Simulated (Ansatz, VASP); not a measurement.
# Two plane-wave programs on KTi3

Contents of INCAR:

```
SYSTEM = KTi3
PREC     = Accurate       ! precision mode
ENCUT    = 520            ! plane-wave cutoff, eV
EDIFF    = 1E-6           ! SCF threshold, eV
ISMEAR   = 0              ! smearing method
SIGMA    = 0.1            ! smearing width, eV
LREAL    = .FALSE.        ! projectors in reciprocal space
LASPH    = .TRUE.         ! aspherical terms in the spheres
NELM     = 100            ! most SCF steps
ALGO     = Normal         ! electronic algorithm
ISIF     = 2              ! what is computed and relaxed
LWAVE    = .FALSE.        ! write WAVECAR
LCHARG   = .TRUE.         ! write CHGCAR
GGA      = PE             ! functional
LELF     = .TRUE.         ! ELF
LVHAR    = .TRUE.       
NBANDS   = 30             ! bands
```

The input KPOINTS:

```
Automatic mesh
0
G
  4 4 4
  0 0 0
```

File POSCAR:

```
KTi3
1.0
    4.9005680900      0.0000000000      0.0000000000
    0.0000000000      4.9005680900      0.0000000000
    0.0000000000      0.0000000000      4.9005680900
K Ti
1 3
Direct
    0.5000000000      0.5000000000      0.5000000000
    0.5000000000      0.0000000000      0.0000000000
    0.0000000000      0.5000000000      0.0000000000
    0.0000000000      0.0000000000      0.5000000000
```

Input for Ansatz:

```yaml
crystal:
  lattice:
    - [4.90056809, 0.0, 0.0]
    - [0.0, 4.90056809, 0.0]
    - [0.0, 0.0, 4.90056809]
  atoms:
    - { symbol: K, position: [0.5, 0.5, 0.5] }
    - { symbol: Ti, position: [0.5, 0.0, 0.0] }
    - { symbol: Ti, position: [0.0, 0.5, 0.0] }
    - { symbol: Ti, position: [0.0, 0.0, 0.5] }
basis:
  ecutwfc: 420
kpoints:
  mp_grid: { grid: [4, 4, 4] }
hamiltonian:
  xc: pbe
scf:
  occupations: { method: gaussian, width: 0.1 }
  lower_state_search: "off"
output:
  forces: true
  stress: true
  eigenvalues: true
```

Alike in both runs: task single point; functional PBE; k mesh 4 × 4 × 4; occupations gaussian, width 0.1 eV; no spin polarisation.

|  | VASP | Ansatz |
| --- | --- | --- |
| version | VASP 6.6.1 | Ansatz 0.2.0 |
| potentials or method | VASP PAW PBE potentials, release 64 (K_sv, Ti_sv) | scalar-relativistic, plane waves, PAW |
| plane-wave cutoff (eV) | 520 | 420 |
| valence electrons in the cell | 45 | 45 |

```csv
,VASP,Ansatz,Ansatz less VASP
gap on the k mesh at the Fermi level (eV),none,none,-
pressure (GPa),-9.2,-9.2,-0.01
```

A gap of «none» marks a metal or a gap that the smearing closes.
